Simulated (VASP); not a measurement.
# YTe2 in VASP: notebook

Aim: see how the results for YTe2 move with the level of theory and the settings. Levels: LDA, PBE, PBEsol, RPBE, revPBE. Tasks: relaxation of the atoms.

All numbers are computed with VASP 6.6.1; they aren't measurements. Logs are shortened: lines on timing, memory, paths and dates and some standing lists are left out, and cuts for length are marked.

**1. Starting point**

The cell holds a sheet with vacuum, 3 atoms: a = 3.289 Å, b = 3.289 Å, c = 37.059 Å, α = 90.00°, β = 90.00°, γ = 90.00°.

The cell was built by a generator and needn't be a form met in nature.

**2. Relaxation of the atoms, LDA**

Contents of INCAR:

```
PREC     = Accurate       # precision mode
ENCUT    = 520            # plane-wave cutoff, eV
EDIFF    = 1E-7           # SCF threshold, eV
ISMEAR   = -1             # smearing method
SIGMA    = 0.05           # smearing width, eV
LREAL    = F              # projectors in reciprocal space
LASPH    = T              # aspherical terms in the spheres
NELM     = 60             # most SCF steps
ALGO     = Normal         # electronic algorithm
ISIF     = 2              # what is computed and relaxed
LWAVE    = F              # write WAVECAR
LCHARG   = F              # write CHGCAR
LDIPOL   = T            
IDIPOL   = 3            
DIPOL    = 0.5 0.5 0.283
IBRION   = 2              # ionic algorithm
NSW      = 40             # ionic steps
EDIFFG   = -0.01          # ionic threshold
```

Contents of KPOINTS:

```
regular mesh
0
Gamma
  8 8 1
```

Contents of POSCAR:

```
YTe2
1.0
    3.2892500000      0.0000000000      0.0000000000
    0.0000000000      3.2892500000      0.0000000000
    0.0000000000      0.0000000000     37.0593500000
Y Te
1 2
Selective dynamics
Direct
    0.0000000000      0.0000000000      0.2833300000  F F F
    0.0000000000      0.0000000000      0.3643800000  T T T
    0.0000000000      0.0000000000      0.2022700000  T T T
```

Potentials or basis: VASP PAW LDA potentials, release 64 (Y_sv, Te).

Run with:

```bash
cat potpaw_LDA.64/Y_sv/POTCAR potpaw_LDA.64/Te/POTCAR > POTCAR
mpirun -np 1 vasp_std > vasp.out
```

OUTCAR:

```text
PREC = Accurate
   ENCUT = 520
   EDIFF = 1E-7
   ISMEAR = -1
   LREAL = F
   LASPH = T
   NELM = 60
   ISIF = 2
   IBRION = 2
   NSW = 40
   EDIFFG = -0.01

 ion  position               nearest neighbor table
   1  0.000  0.000  0.283-   2 3.00   3 3.00
   2  0.000  0.000  0.364-   1 3.00
   3  0.000  0.000  0.202-   1 3.00

  LATTYP: Found a simple tetragonal cell.
 ALAT       =     3.2892500000
 C/A-ratio  =    11.2668085430

  Lattice vectors:

 A1 = (   3.2892500000,   0.0000000000,   0.0000000000)
 A2 = (   0.0000000000,   3.2892500000,   0.0000000000)
 A3 = (   0.0000000000,   0.0000000000,  37.0593500000)

Analysis of symmetry for initial positions (statically):
=====================================================================
 Subroutine PRICEL returns:
 Original cell was already a primitive cell.

 Routine SETGRP: Setting up the symmetry group for a
 simple tetragonal supercell.

 Subroutine GETGRP returns: Found  8 space group operations
 (whereof  8 operations were pure point group operations)
 out of a pool of 16 trial point group operations.

The static configuration has the point symmetry C_4v.

Analysis of symmetry for dynamics (positions and initial velocities):
=====================================================================
 Subroutine PRICEL returns:
 Original cell was already a primitive cell.

 Routine SETGRP: Setting up the symmetry group for a
 simple tetragonal supercell.

 Subroutine GETGRP returns: Found  8 space group operations
 (whereof  8 operations were pure point group operations)
 out of a pool of 16 trial point group operations.

The dynamic configuration has the point symmetry C_4v.

Analysis of constrained symmetry for selective dynamics:
=====================================================================
 Subroutine PRICEL returns:
 Original cell was already a primitive cell.

 Routine SETGRP: Setting up the symmetry group for a
 simple tetragonal supercell.

 Subroutine GETGRP returns: Found  8 space group operations
 (whereof  8 operations were pure point group operations)
 out of a pool of 16 trial point group operations.

The constrained configuration has the point symmetry C_4v.

 Subroutine INISYM returns: Found  8 space group operations
 (whereof  8 operations are pure point group operations),
 and found     1 'primitive' translations

----------------------------------------------------------------------------------------

                                     Primitive cell

  volume of cell :     400.9512

  direct lattice vectors                    reciprocal lattice vectors
     3.289250000  0.000000000  0.000000000     0.304020673  0.000000000  0.000000000
     0.000000000  3.289250000  0.000000000     0.000000000  0.304020673  0.000000000
     0.000000000  0.000000000 37.059350000     0.000000000  0.000000000  0.026983744

  length of vectors
     3.289250000  3.289250000 37.059350000     0.304020673  0.304020673  0.026983744

  position of ions in fractional coordinates (direct lattice)
     0.000000000  0.000000000  0.283330000
     0.000000000  0.000000000  0.364380000
     0.000000000  0.000000000  0.202270000

  ion indices of the primitive-cell ions
   primitive index   ion index
                 1           1
                 2           2
                 3           3

----------------------------------------------------------------------------------------

 KPOINTS: regular mesh

Automatic generation of k-mesh.
 Grid dimensions read from file:
 generate k-points for:    8    8    1

 Generating k-lattice:

  Cartesian coordinates                     Fractional coordinates (reciprocal lattice)
     0.038002584  0.000000000  0.000000000     0.125000000  0.000000000  0.000000000
     0.000000000  0.038002584  0.000000000     0.000000000  0.125000000  0.000000000
     0.000000000  0.000000000  0.026983744     0.000000000  0.000000000  1.000000000

  Length of vectors
     0.038002584  0.038002584  0.026983744

  Shift w.r.t. Gamma in fractional coordinates (k-lattice)
     0.000000000  0.000000000  0.000000000

 Subroutine IBZKPT returns following result:
 ===========================================

 Found     15 irreducible k-points:

 Following reciprocal coordinates:
            Coordinates               Weight
  0.000000  0.000000  0.000000      1.000000
  0.125000  0.000000  0.000000      4.000000
  0.250000  0.000000  0.000000      4.000000
  0.375000  0.000000  0.000000      4.000000
  0.500000  0.000000  0.000000      2.000000
  0.125000  0.125000  0.000000      4.000000
  0.250000  0.125000  0.000000      8.000000
  0.375000  0.125000  0.000000      8.000000
  0.500000  0.125000  0.000000      4.000000
  0.250000  0.250000  0.000000      4.000000
  0.375000  0.250000  0.000000      8.000000
  0.500000  0.250000  0.000000      4.000000
  0.375000  0.375000  0.000000      4.000000
  0.500000  0.375000  0.000000      4.000000
  0.500000  0.500000  0.000000      1.000000
   k-points           NKPTS =     15   k-points in BZ     NKDIM =     15   number of bands    NBANDS=     15
   number of dos      NEDOS =    301   number of ions     NIONS =      3
   total plane-waves  NPLWV = 161280
   dimension x,y,z NGX =    24 NGY =   24 NGZ =  280
   dimension x,y,z NGXF=    48 NGYF=   48 NGZF=  560
   ions per type =               1   2
   NGX,Y,Z   is equivalent  to a cutoff of  12.13, 12.13, 12.56 a.u.
   NGXF,Y,Z  is equivalent  to a cutoff of  24.26, 24.26, 25.12 a.u.
 SYSTEM =  unknown system
   PREC   = accura    normal or accurate (medium, high low for compatibility)
   ISTART =      0    job   : 0-new  1-cont  2-samecut
   ICHARG =      2    charge: 1-file 2-atom 10-const
   ISPIN  =      1    spin polarized calculation?
   LNONCOLLINEAR =      F non collinear calculations
   LSORBIT =      F    spin-orbit coupling
   LASPH  =      T    aspherical Exc in radial PAW
   ENCUT  =  520.0 eV  38.22 Ry    6.18 a.u.   6.12  6.12 68.91*2*pi/ulx,y,z
   NELM   =     60;   NELMIN=  2; NELMDL= -5     # of ELM steps
   EDIFF  = 0.1E-06   stopping-criterion for ELM
   LREAL  =      F    real-space projection
   EDIFFG = -.1E-01   stopping-criterion for IOM
   NSW    =     40    number of steps for IOM
   IBRION =      2    ionic relax: 0-MD 1-quasi-New 2-CG
   NFREE  =      1    steps in history (QN), initial steepest desc. (CG)
   ISIF   =      2    stress and relaxation
   ISYM   =      2    0-nonsym 1-usesym 2-fastsym
   POTIM  = 0.5000    time-step for ionic-motion
   TEBEG  =    0.0;   TEEND  =   0.0 temperature during run
   PSTRESS=    0.0 pullay stress
   NELECT =      23.0000    total number of electrons
   NUPDOWN=      -1.0000    fix difference up-down
   EMIN   =  10.00;   EMAX   =-10.00  energy-range for DOS
   EFERMI =   0.00;   METHOD = LEGACY
   ISMEAR =    -1;   SIGMA  =   0.05  broadening in eV -4-tet -1-fermi 0-gaus
   EFERMI_NEDOS =   21; number of points for ismear=-14 and -15
   IALGO  =     38    algorithm
   IMIX   =      4    mixing-type and parameters
     AMIX     =   0.40;   BMIX     =  1.00
     AMIX_MAG =   1.60;   BMIX_MAG =  1.00
  volume/ion in A,a.u.               =     133.65       901.92
  Fermi-wavevector in a.u.,A,eV,Ry     =   0.631374  1.193124  5.423739  0.398634
  Thomas-Fermi vector in A             =   1.694327
   LORBIT       =      0    0 simple, 1 ext, 2 COOP (PROOUT), +10 PAW based schemes
   GGA     = CA    functional components
   LHFCALC =     F    Hartree Fock is set to
   AEXX    =    0.0000 exact exchange contribution
   IVDW    =     0    specifies the selected vdW correction
   LEPSILON=     F    determine dielectric tensor
   LRPA    =     F    only Hartree local field effects (RPA)
 conjugate gradient relaxation of ions
 non-spin polarized calculation
  energy-cutoff  :      520.00
  volume of cell :      400.95
 maximum number of plane-waves:     10872
   NGX = 13   NGY = 13   NGZ =137

--------------------------------------- Ionic step        1  -------------------------------------------

 number of electron      22.9999998 magnetization

 Free energy of the ion-electron system (eV)
  ---------------------------------------------------
  ext. energy  EPLUGINS =         0.00000000
  ---------------------------------------------------
  free energy    TOTEN  =       -14.52448454 eV

  energy without entropy =      -14.49562105  energy(sigma->0) =      -14.51005280

------------------------ aborting loop because EDIFF is reached ----------------------------------------

  FORCE on cell =-STRESS in cart. coord.  units (eV):
  Direction    XX          YY          ZZ          XY          YZ          ZX
  --------------------------------------------------------------------------------------
  -------------------------------------------------------------------------------------
  Total       -2.2910380     -2.2910380     -1.0783221      0.0000000      0.0000000      0.0000000
  in kB       -9.1548516     -9.1548516     -4.3089110      0.0000000      0.0000000      0.0000000
  external PRESSURE =      -7.5395381 kB  Pullay stress =       0.0000000 kB
[... 92 lines left out ...]
  FREE ENERGIE OF THE ION-ELECTRON SYSTEM (eV)
  ---------------------------------------------------
  free  energy   TOTEN  =       -14.5322372391 eV

  energy  without entropy=      -14.5044945580  energy(sigma->0) =      -14.51836590

 dipolmoment           0.000000      0.000000     -0.000021 electrons x Angstroem

--------------------------------------- Ionic step        4  -------------------------------------------

 number of electron      22.9999998 magnetization

 dipolmoment           0.000000      0.000000      0.000002 electrons x Angstroem

 Free energy of the ion-electron system (eV)
  ---------------------------------------------------
  ext. energy  EPLUGINS =         0.00000000
  ---------------------------------------------------
  free energy    TOTEN  =       -14.53266598 eV

  energy without entropy =      -14.50531481  energy(sigma->0) =      -14.51899039

 E-fermi :  -2.6255     XC(G=0):  -2.6638

 val. band max:       -2.7076316100   @ k =   0.1250   0.1250   0.0000
 cond. band min:      -2.5764802681   @ k =   0.1250   0.1250   0.0000
 fundamental gap:      0.1311513419
 Fermi energy:        -2.6255236640

 k-point     1 :       0.0000    0.0000    0.0000
  band No.  band energies     occupation
      1     -45.1649      2.00000
      2     -25.3528      2.00000
      3     -24.9745      2.00000
      4     -24.9745      2.00000
      5     -14.9398      2.00000
      6     -14.7986      2.00000
      7      -6.8593      2.00000
      8      -5.6982      2.00000
      9      -4.5263      2.00000
     10      -2.8506      1.97807
     11      -1.2843      0.00000
     12      -1.2843      0.00000
     13      -0.9956      0.00000
     14      -0.9956      0.00000
[... 241 lines left out ...]
      4     -25.1938      2.00000
      5     -11.9498      2.00000
      6     -11.7880      2.00000
      7      -6.1372      2.00000
      8      -6.1372      2.00000
      9      -5.9913      2.00000
     10      -5.9913      2.00000
     11      -3.8531      2.00000
     12      -3.8431      2.00000
     13      -2.7511      1.84993
     14      -1.3629      0.00000
     15      -1.3629      0.00000

------------------------ aborting loop because EDIFF is reached ----------------------------------------

 vacuum level on the upper side and lower side of the slab       (xc-potential included)        -0.087        -0.087

  FORCE on cell =-STRESS in cart. coord.  units (eV):
  Direction    XX          YY          ZZ          XY          YZ          ZX
  --------------------------------------------------------------------------------------
  -------------------------------------------------------------------------------------
  Total       -2.1347791     -2.1347791      0.0145833      0.0000000      0.0000000      0.0000000
  in kB       -8.5304506     -8.5304506      0.0582739      0.0000000      0.0000000      0.0000000
  external PRESSURE =      -5.6675424 kB  Pullay stress =       0.0000000 kB
[... 18 lines left out ...]
  FREE ENERGIE OF THE ION-ELECTRON SYSTEM (eV)
  ---------------------------------------------------
  free  energy   TOTEN  =       -14.5326659750 eV

  energy  without entropy=      -14.5053148089  energy(sigma->0) =      -14.51899039

 reached required accuracy - stopping structural energy minimisation

 vacuum level on the upper side and lower side of the slab         2.379         2.379
```

It took 2.5 min on 1 thread of Intel Xeon 6975P-C (Granite Rapids), shared host; peak memory 0.4 GiB.

Results:

```
Free energy               : -14.5327 eV
Energy gained by relaxing : 2.7 meV/atom
Ionic steps               : 4
Band gap on the k mesh    : none (metal or under the smearing width)
```

Step by step:
```csv
step,energy change (eV),largest force (eV/Å),pressure (GPa)
1,0.0000,0.1791,-0.75
2,-0.0028,0.1468,-0.72
3,-0.0078,0.0430,-0.61
4,-0.0082,0.0035,-0.57
```

Final structure:
```xyz
3
Lattice="3.2893 0.0000 0.0000 0.0000 3.2893 0.0000 0.0000 0.0000 37.0594" Properties=species:S:1:pos:R:3 pbc="T T T"
Y     0.0000    0.0000   10.5000
Te    3.2893    0.0000   13.4587
Te    0.0000    3.2893    7.5412
```

[end of part 1 of 2]
